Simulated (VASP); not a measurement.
# ZrTi (P4/mmm) in VASP: single point with LDA

Aim: the single point of ZrTi with LDA.

Everything below comes from runs of VASP 6.6.1. Logs are shortened: lines on timing, memory, paths and dates and some standing lists are left out, and cuts for length are marked.

## Step 1: Starting point

It takes space group P4/mmm (No. 123, tetragonal). The conventional cell has a = 3.112 Å, b = 3.112 Å, c = 4.198 Å, α = 90.00°, β = 90.00°, γ = 90.00°. Zr (site symmetry 4/mmm) has 8 Ti at 3.04 Å and 4 Zr at 3.11 Å as nearest neighbours. Around Ti (site symmetry 4/mmm) lie 8 Zr at 3.04 Å and 4 Ti at 3.11 Å.

The cell comes from a database or a generator and needn't be the stable form of this composition.

## Step 2: Single point, LDA

The input, INCAR:

```
PREC     = Accurate       # precision mode
ENCUT    = 520            # plane-wave cutoff, eV
EDIFF    = 1E-6           # SCF threshold, eV
ISMEAR   = 0              # smearing method
SIGMA    = 0.1            # smearing width, eV
LREAL    = False          # projectors in reciprocal space
LASPH    = True           # aspherical terms in the spheres
NELM     = 100            # most SCF steps
ALGO     = Normal         # electronic algorithm
ISIF     = 2              # what is computed and relaxed
LWAVE    = False          # write WAVECAR
LCHARG   = False          # write CHGCAR
NBANDS   = 19             # bands
```

The input, KPOINTS:

```
regular mesh
0
Gamma
  6 6 4
```

The input, POSCAR:

```
ZrTi
1.0
    3.1119350000      0.0000000000      0.0000000000
    0.0000000000      3.1119350000      0.0000000000
    0.0000000000      0.0000000000      4.1977650000
Zr Ti
1 1
Direct
    0.5000000000      0.5000000000      0.5000000000
    0.0000000000      0.0000000000      0.0000000000
```

Potentials or basis: VASP PAW LDA potentials, release 64 (Zr_sv, Ti_sv).

On the command line:

```bash
> cat potpaw_LDA.64/Zr_sv/POTCAR potpaw_LDA.64/Ti_sv/POTCAR > POTCAR
> mpirun -np 1 vasp_std > vasp.out
```

OUTCAR:

```text
PREC = Accurate
   ENCUT = 520
   EDIFF = 1E-6
   ISMEAR = 0
   LREAL = False
   LASPH = True
   NELM = 100
   ISIF = 2

 ion  position               nearest neighbor table
   1  0.500  0.500  0.500-   2 3.04   2 3.04   2 3.04   2 3.04   2 3.04   2 3.04   2 3.04   2 3.04

   2  0.000  0.000  0.000-   1 3.04   1 3.04   1 3.04   1 3.04   1 3.04   1 3.04   1 3.04   1 3.04

  LATTYP: Found a simple tetragonal cell.
 ALAT       =     3.1119350000
 C/A-ratio  =     1.3489243831

  Lattice vectors:

 A1 = (   3.1119350000,   0.0000000000,   0.0000000000)
 A2 = (   0.0000000000,   3.1119350000,   0.0000000000)
 A3 = (   0.0000000000,   0.0000000000,   4.1977650000)

Analysis of symmetry for initial positions (statically):
=====================================================================
 Subroutine PRICEL returns:
 Original cell was already a primitive cell.

 Routine SETGRP: Setting up the symmetry group for a
 simple tetragonal supercell.

 Subroutine GETGRP returns: Found 16 space group operations
 (whereof 16 operations were pure point group operations)
 out of a pool of 16 trial point group operations.

The static configuration has the point symmetry D_4h.

Analysis of symmetry for dynamics (positions and initial velocities):
=====================================================================
 Subroutine PRICEL returns:
 Original cell was already a primitive cell.

 Routine SETGRP: Setting up the symmetry group for a
 simple tetragonal supercell.

 Subroutine GETGRP returns: Found 16 space group operations
 (whereof 16 operations were pure point group operations)
 out of a pool of 16 trial point group operations.

The dynamic configuration has the point symmetry D_4h.

 Subroutine INISYM returns: Found 16 space group operations
 (whereof 16 operations are pure point group operations),
 and found     1 'primitive' translations

----------------------------------------------------------------------------------------

                                     Primitive cell

  volume of cell :      40.6517

  direct lattice vectors                    reciprocal lattice vectors
     3.111935000  0.000000000  0.000000000     0.321343473  0.000000000  0.000000000
     0.000000000  3.111935000  0.000000000     0.000000000  0.321343473  0.000000000
     0.000000000  0.000000000  4.197765000     0.000000000  0.000000000  0.238222006

  length of vectors
     3.111935000  3.111935000  4.197765000     0.321343473  0.321343473  0.238222006

[... 73 lines left out ...]
   ICHARG =      2    charge: 1-file 2-atom 10-const
   ISPIN  =      1    spin polarized calculation?
   LNONCOLLINEAR =      F non collinear calculations
   LSORBIT =      F    spin-orbit coupling
   LASPH  =      T    aspherical Exc in radial PAW
   ENCUT  =  520.0 eV  38.22 Ry    6.18 a.u.   5.79  5.79  7.81*2*pi/ulx,y,z
   NELM   =    100;   NELMIN=  2; NELMDL= -5     # of ELM steps
   EDIFF  = 0.1E-05   stopping-criterion for ELM
   LREAL  =      F    real-space projection
   EDIFFG = 0.1E-04   stopping-criterion for IOM
   NSW    =      0    number of steps for IOM
   IBRION =     -1    ionic relax: 0-MD 1-quasi-New 2-CG
   NFREE  =      0    steps in history (QN), initial steepest desc. (CG)
   ISIF   =      2    stress and relaxation
   ISYM   =      2    0-nonsym 1-usesym 2-fastsym
   POTIM  = 0.5000    time-step for ionic-motion
   TEBEG  =    0.0;   TEEND  =   0.0 temperature during run
   PSTRESS=    0.0 pullay stress
   NELECT =      24.0000    total number of electrons
   NUPDOWN=      -1.0000    fix difference up-down
   EMIN   =  10.00;   EMAX   =-10.00  energy-range for DOS
   EFERMI =   0.00;   METHOD = LEGACY
   ISMEAR =     0;   SIGMA  =   0.10  broadening in eV -4-tet -1-fermi 0-gaus
   EFERMI_NEDOS =   21; number of points for ismear=-14 and -15
   IALGO  =     38    algorithm
   IMIX   =      4    mixing-type and parameters
     AMIX     =   0.40;   BMIX     =  1.00
     AMIX_MAG =   1.60;   BMIX_MAG =  1.00
  volume/ion in A,a.u.               =      20.33       137.17
  Fermi-wavevector in a.u.,A,eV,Ry     =   1.373364  2.595281 25.662323  1.886128
  Thomas-Fermi vector in A             =   2.498887
   LORBIT       =      0    0 simple, 1 ext, 2 COOP (PROOUT), +10 PAW based schemes
   GGA     = CA    functional components
   LHFCALC =     F    Hartree Fock is set to
   AEXX    =    0.0000 exact exchange contribution
   IVDW    =     0    specifies the selected vdW correction
   LEPSILON=     F    determine dielectric tensor
   LRPA    =     F    only Hartree local field effects (RPA)
 non-spin polarized calculation
 Gauss-broadening in eV      SIGMA  =   0.10
  energy-cutoff  :      520.00
  volume of cell :       40.65
 maximum number of plane-waves:      1120
 NGX is ok and might be reduce to    24
   NGX = 11   NGY = 11   NGZ = 15

 number of electron      23.9999997 magnetization

 Free energy of the ion-electron system (eV)
  ---------------------------------------------------
  ext. energy  EPLUGINS =         0.00000000
  ---------------------------------------------------
  free energy    TOTEN  =       -17.62563955 eV

  energy without entropy =      -17.60958278  energy(sigma->0) =      -17.61761116

 E-fermi :   8.3767     XC(G=0): -11.5039

 val. band max:        8.3618233721   @ k =   0.5000   0.1667   0.0000
 cond. band min:       8.3843788280   @ k =   0.3333   0.0000   0.2500
 fundamental gap:      0.0225554559
 Fermi energy:         8.3766568252

 k-point     1 :       0.0000    0.0000    0.0000
  band No.  band energies     occupation
      1     -47.7861      2.00000
      2     -39.7566      2.00000
      3     -24.4358      2.00000
      4     -24.3156      2.00000
      5     -24.3156      2.00000
      6     -17.9297      2.00000
[... 505 lines left out ...]
      6     -18.2913      2.00000
[... 11 lines left out ...]
     18      12.5290      0.00000
     19      13.2064      0.00000

 [... further k-points ...]
[... 5 lines left out ...]
  --------------------------------------------------------------------------------------
  -------------------------------------------------------------------------------------
  Total       -2.0512449     -2.0512449     -1.7439775      0.0000000     -0.0000000      0.0000000
  in kB      -80.8442143    -80.8442143    -68.7341085      0.0000000     -0.0000000      0.0000000
  external PRESSURE =     -76.8075124 kB  Pullay stress =       0.0000000 kB

 VOLUME and BASIS-vectors are now :
 -----------------------------------------------------------------------------
  energy-cutoff  :      520.00
  volume of cell :       40.65
      direct lattice vectors                 reciprocal lattice vectors
     3.111935000  0.000000000  0.000000000     0.321343473  0.000000000  0.000000000
     0.000000000  3.111935000  0.000000000     0.000000000  0.321343473  0.000000000
     0.000000000  0.000000000  4.197765000     0.000000000  0.000000000  0.238222006

 POSITION                                       TOTAL-FORCE (eV/Angst)
 -----------------------------------------------------------------------------------
      1.55597      1.55597      2.09888         0.000000      0.000000      0.000000
      0.00000      0.00000      0.00000         0.000000      0.000000      0.000000
 -----------------------------------------------------------------------------------
    total drift:                                0.000000      0.000000     -0.000000

  FREE ENERGIE OF THE ION-ELECTRON SYSTEM (eV)
  ---------------------------------------------------
  free  energy   TOTEN  =       -17.6256395487 eV

  energy  without entropy=      -17.6095827772  energy(sigma->0) =      -17.61761116
```

OSZICAR:

```text
N       E                     dE             d eps       ncg     rms          rms(c)
DAV:   1     0.256342002837E+03    0.25634E+03   -0.12641E+04  1140   0.141E+03
DAV:   2     0.195456419818E+01   -0.25439E+03   -0.24869E+03  1190   0.408E+02
DAV:   3    -0.184073545909E+02   -0.20362E+02   -0.19927E+02  1966   0.102E+02
DAV:   4    -0.194648063214E+02   -0.10575E+01   -0.10559E+01  1497   0.185E+01
DAV:   5    -0.194917206888E+02   -0.26914E-01   -0.26909E-01  1633   0.244E+00    0.150E+01
DAV:   6    -0.190667650687E+02    0.42496E+00   -0.22737E+01  1360   0.284E+01    0.938E+00
DAV:   7    -0.178332788783E+02    0.12335E+01   -0.15796E+01  1448   0.186E+01    0.483E+00
DAV:   8    -0.176245317111E+02    0.20875E+00   -0.13061E+00  1377   0.756E+00    0.118E+00
DAV:   9    -0.176277073247E+02   -0.31756E-02   -0.15054E-01  1576   0.243E+00    0.561E-01
DAV:  10    -0.176259200880E+02    0.17872E-02   -0.16521E-02  1436   0.843E-01    0.171E-01
DAV:  11    -0.176256664508E+02    0.25364E-03   -0.31151E-03  1507   0.395E-01    0.738E-02
DAV:  12    -0.176256684588E+02   -0.20079E-05   -0.20600E-04  1559   0.102E-01    0.651E-02
DAV:  13    -0.176256395795E+02    0.28879E-04   -0.10641E-04  1301   0.756E-02    0.104E-02
DAV:  14    -0.176256395487E+02    0.30765E-07   -0.52614E-06  1415   0.160E-02
   1 F= -.17625640E+02 E0= -.17617611E+02  d E =-.160568E-01
```

stdout:

```text
POSCAR found type information on POSCAR ZrTi
 POSCAR found :  2 types and       2 ions
 scaLAPACK will be used
 LDA part: xc-table for (Slater(with rela. corr.)+CA(PZ))
 , standard interpolation
 POSCAR, INCAR and KPOINTS ok, starting setup
 FFT: planning ... GRIDC
 FFT: planning ... GRID_SOFT
 FFT: planning ... GRID
 WAVECAR not read
 entering main loop
```

Wall time 7.5 s (1 thread of Intel Xeon 6975P-C (Granite Rapids), shared host); peak memory 0.14 GiB.

Results:

```yaml
Free_energy: -17.6256 eV
Pressure: -7.7 GPa
Band_gap_on_the_k_mesh: none (metal or under the smearing width)
```

Stress tensor (GPa, compression positive):
```
-8.08  0.00  0.00
 0.00 -8.08  0.00
 0.00  0.00 -6.87
```

Levels at points of the mesh, in eV from the Fermi level:
| k point | band 10 | band 11 | band 12 | band 13 | band 14 | band 15 |
| --- | --- | --- | --- | --- | --- | --- |
| (0.00, 0.00, 0.00) | -2.77 | -2.07 | 0.68 | 0.68 | 1.10 | 2.10 |
| (0.50, 0.00, 0.00) | -1.74 | -0.47 | -0.18 | -0.11 | -0.03 | 1.26 |
| (0.50, 0.50, 0.00) | -2.42 | -1.89 | -1.89 | 2.67 | 2.67 | 3.04 |
| (0.00, 0.00, 0.50) | -3.20 | -0.95 | -0.54 | 1.04 | 1.51 | 1.51 |
| (0.50, 0.00, 0.50) | -2.53 | 0.42 | 0.46 | 0.74 | 0.78 | 1.14 |
| (0.50, 0.50, 0.50) | -1.02 | -0.83 | -0.83 | -0.13 | -0.13 | 1.58 |

Caveat: the k mesh is coarse (spacing up to 0.37 Å⁻¹), so the values aren't converged.
